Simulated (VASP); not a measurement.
Ta:

```
Ta
1.0
    -1.65128    1.65128    1.65128
     1.65128   -1.65128    1.65128
     1.65128    1.65128   -1.65128
Ta
1
Direct
  0.00000 0.00000 0.00000
```

| Property | Result |
| --- | --- |
| Program | VASP 6.6.1 |
| Task | relaxation of cell and atoms |
| Functional | PBE |
| Potentials or basis | VASP PAW PBE potentials, release 64 (Ta_pv) |
| Cutoff | 520 eV |
| k mesh | 18 × 18 × 18 |
| Occupations | gaussian, width 0.1 eV |
| Spin | non-collinear spin, zero start, spin-orbit coupling |
| Starting moments | [[0.0, 0.0, 0.0]] μB |

At the start: pressure 2.8 GPa; volume 18.01 Å³/atom.

Task: How do energy, volume and symmetry change on relaxing?

Result: Over 3 steps the energy falls by 2.1 meV/atom and the volume is 18.26 Å³/atom (+1.4 %); space group Im-3m (No. 229, to 0.05 Å); moment 0.00 μB per cell.

Step by step:
```csv
step,energy change (eV),largest force (eV/Å),pressure (GPa),volume (Å³)
1,0.0000,0.0000,2.76,18.01
2,0.0081,0.0000,-5.59,18.83
3,-0.0021,0.0000,-0.01,18.26
```

Final structure:
```
Ta
1.0
    -1.65901    1.65901    1.65901
     1.65901   -1.65901    1.65901
     1.65901    1.65901   -1.65901
Ta
1
Direct
  0.00000 0.00000 0.00000
```
